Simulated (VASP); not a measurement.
MoS2, 9 atoms in the cell. The cell holds a slab with vacuum, 9 atoms: a = 3.149 Å, b = 3.149 Å, c = 56.443 Å, α = 90.00°, β = 90.00°, γ = 120.00°. 

| Item | Value |
| --- | --- |
| Program | VASP 6.6.1 |
| Task | single point |
| Functional | PBE |
| Dispersion | D3(BJ) |
| Potentials or basis | VASP PAW PBE potentials, release 64 (S, Mo_sv) |
| Cutoff | 520 eV |
| k mesh | 6 × 6 × 1 |
| Occupations | gaussian, width 0.1 eV |
| Spin | no spin polarisation |
| Dipole correction | yes |
| Further INCAR settings | ALGO = Fast; EDIFF = 1e-06; NBANDS = 49 |

Potentials or basis: VASP PAW PBE potentials, release 64 (S, Mo_sv).

Run with:

```sh
$ cat potpaw_PBE.64/S/POTCAR potpaw_PBE.64/Mo_sv/POTCAR > POTCAR
$ mpirun -np 1 vasp_std > vasp.out
```

Hardware: 1 thread of AMD EPYC 9R45 96-Core Processor (Zen 5) (shared host).

**Question.** How long does it take, and how much memory?

**Answer.** Wall time 3.9 min on 1 thread of AMD EPYC 9R45 96-Core Processor (Zen 5), with other jobs on the host, peak memory 0.56 GiB. Counts: scf iterations 25, k points 7.
